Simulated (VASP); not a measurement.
# Be6Cr (Pm-3m) in VASP: a series of runs

Runs on Be6Cr. Level: PBE. Tasks: single point.

Everything below comes from runs of VASP 6.6.1. Logs are shortened: lines on timing, memory, paths and dates and some standing lists are left out, and cuts for length are marked.

### 1 The cell of the first run

Symmetry: Pm-3m, No. 221, cubic system. Conventional cell: a = 4.861 Å, b = 4.861 Å, c = 4.861 Å, α = 90.00°, β = 90.00°, γ = 90.00°. Be (site symmetry 4mm) is surrounded by 5 Be at 1.92 to 2.08 Å. Cr (site symmetry m-3m) is surrounded by 24 Be at 3.57 Å.

The cell was built by a generator and needn't be a form met in nature.

### 2 Single point, PBE, collinear spin, typed start (species swapped into the TmB6 type (Pm-3m, No. 221))

INCAR

```
ALGO = Normal ; EDIFF = 1E-6
ENCUT = 520 ; GGA = PE
ISIF = 2 ; ISMEAR = 0
ISPIN = 2 ; LASPH = T
LCHARG = F ; LMAXMIX = 4
LORBIT = 11 ; LREAL = F
LWAVE = F ; MAGMOM = 0 0 0 0 0 0 4.74
NBANDS = 25 ; NELM = 150
PREC = Accurate ; SIGMA = 0.1
```

KPOINTS

```
k-points
0
Gamma
  8 8 8
```

POSCAR

```
Be6Cr
1.0
    4.8613869611      0.0000000000      0.0000000000
    0.0000000000      4.8613869611      0.0000000000
    0.0000000000      0.0000000000      4.8613869611
Be Cr
6 1
Direct
    0.1973747900      0.5000000000      0.5000000000
    0.5000000000      0.8026252100      0.5000000000
    0.5000000000      0.1973747900      0.5000000000
    0.8026252100      0.5000000000      0.5000000000
    0.5000000000      0.5000000000      0.1973747900
    0.5000000000      0.5000000000      0.8026252100
    0.0000000000      0.0000000000      0.0000000000
```

Potentials or basis: VASP PAW PBE potentials, release 64 (Be, Cr_pv).

Command:

```
cat potpaw_PBE.64/Be/POTCAR potpaw_PBE.64/Cr_pv/POTCAR > POTCAR
mpirun -np 1 vasp_std > vasp.out
```

OUTCAR:

```text
EDIFF = 1E-6
   ENCUT = 520
   GGA = PE
   ISIF = 2
   ISMEAR = 0
   ISPIN = 2
   LASPH = T
   LORBIT = 11
   LREAL = F
   NELM = 150
   PREC = Accurate

 ion  position               nearest neighbor table
   1  0.197  0.500  0.500-   4 1.92   3 2.08   2 2.08   5 2.08   6 2.08
   2  0.500  0.803  0.500-   3 1.92   1 2.08   4 2.08   5 2.08   6 2.08
   3  0.500  0.197  0.500-   2 1.92   1 2.08   4 2.08   5 2.08   6 2.08
   4  0.803  0.500  0.500-   1 1.92   2 2.08   3 2.08   5 2.08   6 2.08
   5  0.500  0.500  0.197-   6 1.92   2 2.08   3 2.08   4 2.08   1 2.08
   6  0.500  0.500  0.803-   5 1.92   2 2.08   3 2.08   4 2.08   1 2.08
   7  0.000  0.000  0.000-

  LATTYP: Found a simple cubic cell.
 ALAT       =     4.8613869611

  Lattice vectors:

 A1 = (   4.8613869611,   0.0000000000,   0.0000000000)
 A2 = (   0.0000000000,   4.8613869611,   0.0000000000)
 A3 = (   0.0000000000,   0.0000000000,   4.8613869611)

Analysis of symmetry for initial positions (statically):
=====================================================================
 Subroutine PRICEL returns:
 Original cell was already a primitive cell.

 Routine SETGRP: Setting up the symmetry group for a
 simple cubic supercell.

 Subroutine GETGRP returns: Found 48 space group operations
 (whereof 48 operations were pure point group operations)
 out of a pool of 48 trial point group operations.

The static configuration has the point symmetry O_h .

Analysis of symmetry for dynamics (positions and initial velocities):
=====================================================================
 Subroutine PRICEL returns:
 Original cell was already a primitive cell.

 Routine SETGRP: Setting up the symmetry group for a
 simple cubic supercell.

 Subroutine GETGRP returns: Found 48 space group operations
 (whereof 48 operations were pure point group operations)
 out of a pool of 48 trial point group operations.

The dynamic configuration has the point symmetry O_h .

Analysis of structural, dynamic, and magnetic symmetry:
=====================================================================
 Subroutine PRICEL returns:
 Original cell was already a primitive cell.

 Routine SETGRP: Setting up the symmetry group for a
 simple cubic supercell.

 Subroutine GETGRP returns: Found 48 space group operations
 (whereof 48 operations were pure point group operations)
 out of a pool of 48 trial point group operations.

The overall configuration has the point symmetry O_h .

 Subroutine INISYM returns: Found 48 space group operations
 (whereof 48 operations are pure point group operations),
 and found     1 'primitive' translations

----------------------------------------------------------------------------------------

                                     Primitive cell

  volume of cell :     114.8896

  direct lattice vectors                    reciprocal lattice vectors
     4.861386961  0.000000000  0.000000000     0.205702613  0.000000000  0.000000000
     0.000000000  4.861386961  0.000000000     0.000000000  0.205702613  0.000000000
     0.000000000  0.000000000  4.861386961     0.000000000  0.000000000  0.205702613

  length of vectors
     4.861386961  4.861386961  4.861386961     0.205702613  0.205702613  0.205702613

  position of ions in fractional coordinates (direct lattice)
     0.197374790  0.500000000  0.500000000
     0.500000000  0.802625210  0.500000000
     0.500000000  0.197374790  0.500000000
     0.802625210  0.500000000  0.500000000
     0.500000000  0.500000000  0.197374790
     0.500000000  0.500000000  0.802625210
     0.000000000  0.000000000  0.000000000

  ion indices of the primitive-cell ions
   primitive index   ion index
                 1           1
                 2           2
                 3           3
                 4           4
                 5           5
                 6           6
                 7           7

[... 28 lines left out ...]
  0.000000  0.000000  0.000000      1.000000
  0.125000  0.000000  0.000000      6.000000
  0.250000  0.000000  0.000000      6.000000
  0.375000  0.000000  0.000000      6.000000
  0.500000  0.000000  0.000000      3.000000
  0.125000  0.125000  0.000000     12.000000
[... 16 lines left out ...]
  0.375000  0.375000  0.125000     24.000000
  0.500000  0.375000  0.125000     24.000000
 [... further k-points ...]
   k-points           NKPTS =     35   k-points in BZ     NKDIM =     35   number of bands    NBANDS=     25
   number of dos      NEDOS =    301   number of ions     NIONS =      7
   total plane-waves  NPLWV =  46656
   dimension x,y,z NGX =    36 NGY =   36 NGZ =   36
   dimension x,y,z NGXF=    72 NGYF=   72 NGZF=   72
   ions per type =               6   1
   NGX,Y,Z   is equivalent  to a cutoff of  12.31, 12.31, 12.31 a.u.
   NGXF,Y,Z  is equivalent  to a cutoff of  24.62, 24.62, 24.62 a.u.
 SYSTEM =  unknown system
   PREC   = accura    normal or accurate (medium, high low for compatibility)
   ISTART =      0    job   : 0-new  1-cont  2-samecut
   ICHARG =      2    charge: 1-file 2-atom 10-const
   ISPIN  =      2    spin polarized calculation?
   LNONCOLLINEAR =      F non collinear calculations
   LSORBIT =      F    spin-orbit coupling
   LASPH  =      T    aspherical Exc in radial PAW
   ENCUT  =  520.0 eV  38.22 Ry    6.18 a.u.   9.04  9.04  9.04*2*pi/ulx,y,z
   NELM   =    150;   NELMIN=  2; NELMDL= -5     # of ELM steps
   EDIFF  = 0.1E-05   stopping-criterion for ELM
   LREAL  =      F    real-space projection
[... 7 lines left out ...]
   TEBEG  =    0.0;   TEEND  =   0.0 temperature during run
   PSTRESS=    0.0 pullay stress
   NELECT =      24.0000    total number of electrons
   NUPDOWN=      -1.0000    fix difference up-down
   EMIN   =  10.00;   EMAX   =-10.00  energy-range for DOS
   EFERMI =   0.00;   METHOD = LEGACY
   ISMEAR =     0;   SIGMA  =   0.10  broadening in eV -4-tet -1-fermi 0-gaus
   EFERMI_NEDOS =   21; number of points for ismear=-14 and -15
   IALGO  =     38    algorithm
   IMIX   =      4    mixing-type and parameters
     AMIX     =   0.40;   BMIX     =  1.00
     AMIX_MAG =   1.60;   BMIX_MAG =  1.00
  volume/ion in A,a.u.               =      16.41       110.76
  Fermi-wavevector in a.u.,A,eV,Ry     =   0.971371  1.835625 12.837930  0.943561
  Thomas-Fermi vector in A             =   2.101582
   LORBIT       =     11    0 simple, 1 ext, 2 COOP (PROOUT), +10 PAW based schemes
   GGA     = PE    functional components
   LHFCALC =     F    Hartree Fock is set to
   AEXX    =    0.0000 exact exchange contribution
   IVDW    =     0    specifies the selected vdW correction
   LEPSILON=     F    determine dielectric tensor
   LRPA    =     F    only Hartree local field effects (RPA)
 spin polarized calculation
 Gauss-broadening in eV      SIGMA  =   0.10
  energy-cutoff  :      520.00
  volume of cell :      114.89
 maximum number of plane-waves:      3136
   NGX = 19   NGY = 19   NGZ = 19

 number of electron      23.9999981 magnetization       0.2443469

 number of electron      23.9999983 magnetization      -0.6401595

 Free energy of the ion-electron system (eV)
  ---------------------------------------------------
  ext. energy  EPLUGINS =         0.00000000
  ---------------------------------------------------
  free energy    TOTEN  =       -19.63444815 eV

  energy without entropy =      -19.60145731  energy(sigma->0) =      -19.61795273

 E-fermi :   1.9641     XC(G=0):  -8.5407

 val. band max:        1.9621895102   @ k =   0.5000   0.5000   0.5000
 cond. band min:       1.9661414606   @ k =   0.5000   0.0000   0.0000
 fundamental gap:      0.0039519504
 Fermi energy:         1.9641481419

 spin component 1

 k-point     1 :       0.0000    0.0000    0.0000
  band No.  band energies     occupation
      1     -40.7647      1.00000
      2     -40.7646      1.00000
      3     -40.7646      1.00000
      4      -5.9107      1.00000
      5      -1.4342      1.00000
      6      -0.5573      1.00000
[... 637 lines left out ...]
     23       9.0866      0.00000
     24       9.5638      0.00000

 [... further k-points ...]

 spin component 2

 k-point     1 :       0.0000    0.0000    0.0000
  band No.  band energies     occupation
      1     -41.2933      1.00000
      2     -41.2932      1.00000
      3     -41.2931      1.00000
      4      -5.9191      1.00000
      5      -1.4399      1.00000
      6      -0.5817      1.00000
[... 637 lines left out ...]
     23       8.9855      0.00000
     24       9.3021      0.00000

 [... further k-points ...]

 [bands above 24 left out]

------------------------ aborting loop because EDIFF is reached ----------------------------------------

  FORCE on cell =-STRESS in cart. coord.  units (eV):
  Direction    XX          YY          ZZ          XY          YZ          ZX
  --------------------------------------------------------------------------------------
  -------------------------------------------------------------------------------------
  Total       -1.8688113     -1.8688113     -1.8688113      0.0000000      0.0000000     -0.0000000
  in kB      -26.0612623    -26.0612623    -26.0612623      0.0000000      0.0000000     -0.0000000
  external PRESSURE =     -26.0612623 kB  Pullay stress =       0.0000000 kB

 VOLUME and BASIS-vectors are now :
 -----------------------------------------------------------------------------
  energy-cutoff  :      520.00
  volume of cell :      114.89
      direct lattice vectors                 reciprocal lattice vectors
     4.861386961  0.000000000  0.000000000     0.205702613  0.000000000  0.000000000
     0.000000000  4.861386961  0.000000000     0.000000000  0.205702613  0.000000000
     0.000000000  0.000000000  4.861386961     0.000000000  0.000000000  0.205702613

 POSITION                                       TOTAL-FORCE (eV/Angst)
 -----------------------------------------------------------------------------------
      0.95952      2.43069      2.43069        -0.047714      0.000000     -0.000000
      2.43069      3.90187      2.43069        -0.000000      0.047714      0.000000
      2.43069      0.95952      2.43069         0.000000     -0.047714     -0.000000
      3.90187      2.43069      2.43069         0.047714      0.000000      0.000000
      2.43069      2.43069      0.95952         0.000000      0.000000     -0.047714
      2.43069      2.43069      3.90187        -0.000000      0.000000      0.047714
      0.00000      0.00000      0.00000         0.000000      0.000000      0.000000
 -----------------------------------------------------------------------------------
    total drift:                                0.000000      0.000000      0.000000

  FREE ENERGIE OF THE ION-ELECTRON SYSTEM (eV)
  ---------------------------------------------------
  free  energy   TOTEN  =       -19.6344481489 eV

  energy  without entropy=      -19.6014573096  energy(sigma->0) =      -19.61795273

 total charge

# of ion       s       p       d       tot
------------------------------------------
    1        0.501   0.589   0.000   1.091
    2        0.501   0.589   0.000   1.091
    3        0.501   0.589   0.000   1.091
    4        0.501   0.589   0.000   1.091
    5        0.501   0.589   0.000   1.091
    6        0.501   0.589   0.000   1.091
    7        0.134   6.029   4.020  10.183
--------------------------------------------------
tot          3.140   9.566   4.020  16.727

 magnetization (x)

# of ion       s       p       d       tot
------------------------------------------
    1        0.007   0.000   0.000   0.007
    2        0.007   0.000   0.000   0.007
    3        0.007   0.000   0.000   0.007
    4        0.007   0.000   0.000   0.007
    5        0.007   0.000   0.000   0.007
    6        0.007   0.000   0.000   0.007
    7       -0.012  -0.003  -0.530  -0.545
--------------------------------------------------
tot          0.033  -0.003  -0.530  -0.500
```

Wall time 7.4 min (1 thread of Intel Xeon Platinum 8488C (Sapphire Rapids), shared host); peak memory 0.35 GiB.

What came out:

```
Free energy                                           : -19.6344 eV
Pressure                                              : -2.6 GPa
Largest force                                         : 0.048 eV/Å
Band gap on the k mesh                                : none (metal or under the smearing width)
Net moment                                            : -0.64 μB per cell
Site moments                                          : Be +0.01; Cr -0.55 μB
Valence electrons inside the program's atomic spheres : Be 1.09; Cr 10.18
```

Forces on the atoms (eV/Å):
```
Be  -0.048  0.000  0.000
Be   0.000  0.048  0.000
Be   0.000 -0.048  0.000
Be   0.048  0.000  0.000
Be   0.000  0.000 -0.048
Be   0.000  0.000  0.048
Cr   0.000  0.000  0.000
```

Levels at points of the mesh, in eV from the Fermi level:
Spin up:
```tsv
k point	band 8	band 9	band 10	band 11	band 12	band 13	band 14	band 15	band 16	band 17
(0.00, 0.00, 0.00)	-2.52	-1.55	-1.55	-0.40	-0.40	-0.40	1.30	1.30	2.52	2.52
(0.50, 0.00, 0.00)	-2.12	-1.13	-0.33	0.00	0.00	0.06	0.06	0.53	0.69	1.48
(0.50, 0.50, 0.00)	-2.00	-1.22	-0.87	-0.87	0.12	1.15	1.15	1.16	1.17	1.17
(0.50, 0.50, 0.50)	-1.74	-1.74	-1.74	0.00	0.00	0.00	0.80	1.23	1.23	1.56
```
Spin down:
```csv
k point,band 9,band 10,band 11,band 12,band 13,band 14,band 15,band 16
"(0.00, 0.00, 0.00)",-1.86,-1.86,-0.38,-0.38,0.15,0.15,0.15,2.53
"(0.50, 0.00, 0.00)",-1.22,-1.04,-0.94,0.03,0.03,0.26,0.53,0.53
"(0.50, 0.50, 0.00)",-1.25,-0.90,-0.84,-0.54,-0.54,0.67,1.25,1.25
"(0.50, 0.50, 0.50)",-1.80,-1.80,-0.89,-0.89,0.57,0.57,0.57,0.58
```

Caveat: the moment fell far below its start of 4.74 μB, so a state of higher moment may lie lower in energy.

(Part 1 of 2 ends here.)
